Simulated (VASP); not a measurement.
Given:

```xyz
2
Lattice="0.0000 2.2152 2.2152 2.2152 0.0000 2.2152 2.2152 2.2152 0.0000" Properties=species:S:1:pos:R:3 pbc="T T T"
Al     0.0000     0.0000     0.0000
N      1.1076     1.1076     1.1076
```

The numbers are results of vdW-DF-cx, VASP's PBE PAW potentials (set 64) (plane waves; VASP 6.6.1), not measurements. Settings: 520 eV cut-off, 10×10×10 Γ-centred mesh, Gaussian smearing of 0.050 eV, potentials Al N.

Task: Give the stress tensor in GPa (positive for a compressed cell).

Result: 
```
-5.56   0.00   0.00
 0.00  -5.56   0.00
 0.00   0.00  -5.56
```
The pressure is its mean diagonal, -5.56 GPa.

The compound is AlN in the zinc blende structure, a metastable form; wurtzite is the usual one. This cell is one point of a volume scan, at 1.03 of the reference volume.
